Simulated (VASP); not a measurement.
Take MnO$_{2}$ (rutile), with a static lattice, in VASP with PAW potentials, and its lattice constant c.

### Question
One run gives 2.855 Å. Which level is it?
A. PBE
B. AM05
C. PBE-D3(BJ)
D. rev-vdW-DF2

### Answer
D, rev-vdW-DF2.  The others give 2.868 (PBE-D3(BJ)), 2.828 (AM05), 2.876 (PBE).

Only levels that ran to the end are used. Left out are those held back, those with too coarse a band path, GW runs whose mesh misses a band edge, hybrids' fits of cells that aren't cubic and levels without matching references; a question may draw on a part of the rest.

The compound is MnO2 in the rutile structure.
